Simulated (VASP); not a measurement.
Data:

```xyz
2
Lattice="1.8025 -3.1221 0.0000 1.8025 3.1221 0.0000 0.0000 0.0000 5.5518" Properties=species:S:1:pos:R:3 pbc="T T T"
Y      1.8025     1.0407     1.3880
Y      1.8025    -1.0407     4.1639
```

These are vdW-DF-cx, VASP's PBE PAW potentials (set 64) (plane waves; VASP) values and carry that method's errors. Settings: 520 eV cut-off, Gaussian smearing of 0.050 eV, potentials Y_sv.

Problem. Give the energies of bands 9 to 14 at the high-symmetry points, in eV from the Fermi level.

Solution. 
```json
[
 {"band": "9", "Γ": "-4.74", "M": "-1.70", "K": "-0.81", "A": "-3.21", "L": "-1.71", "H": "-0.41"},
 {"band": "10", "Γ": "-1.91", "M": "-1.28", "K": "-0.69", "A": "-3.21", "L": "-1.71", "H": "-0.41"},
 {"band": "11", "Γ": "1.19", "M": "-0.86", "K": "-0.69", "A": "1.05", "L": "0.09", "H": "-0.40"},
 {"band": "12", "Γ": "1.76", "M": "-0.06", "K": "-0.46", "A": "1.05", "L": "0.09", "H": "-0.40"},
 {"band": "13", "Γ": "1.76", "M": "1.41", "K": "1.16", "A": "1.65", "L": "1.53", "H": "0.48"},
 {"band": "14", "Γ": "2.25", "M": "1.57", "K": "1.16", "A": "1.65", "L": "1.53", "H": "0.48"}
]
```

It has no gap at this level: it comes out as a metal or semimetal.

The compound is Y in the hcp structure. It was relaxed first, which changed the volume by -5 %.
